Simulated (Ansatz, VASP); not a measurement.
## Two plane-wave programs on CsRh4

```
CELL_PARAMETERS angstrom
-2.93834 2.93834 2.93834
2.93834 -2.93834 2.93834
2.93834 2.93834 -2.93834
ATOMIC_POSITIONS crystal
Cs 0.00000 0.00000 0.00000
Rh 0.50000 0.50000 0.50000
Rh 0.50000 0.00000 0.00000
Rh 0.00000 0.00000 0.50000
Rh 0.00000 0.50000 0.00000
```

Change from the starting cell: species swapped into the Hg4Pt type (Im-3m, No. 229).

Alike in both runs: task relaxation of cell and atoms; functional PBE; k mesh 10 × 10 × 10; occupations gaussian, width 0.1 eV; no spin polarisation.

```csv
,VASP,Ansatz
version,VASP 6.6.1,Ansatz 0.2.0
potentials or method,"VASP PAW PBE potentials, release 64 (Cs_sv, Rh_pv)","scalar-relativistic, plane waves, PAW"
plane-wave cutoff (eV),600,420
valence electrons in the cell,69,77
```

```tsv
	VASP	Ansatz	Ansatz less VASP
gap on the k mesh at the Fermi level, each at its own relaxed structure (eV)	none	none	-
relaxed volume (Å³/atom)	20.88	20.06	-0.820
relaxed cell length with the largest relative difference (Å)	5.137	5.069	-0.0682
energy change over the relaxation (meV/atom)	-5	-1	+4.0
```

A gap of «none» marks a metal or a gap that the smearing closes. The two sets of potentials don't hold the same shells in valence.

The runs have no spin-orbit coupling, so splittings on Cs are missing.
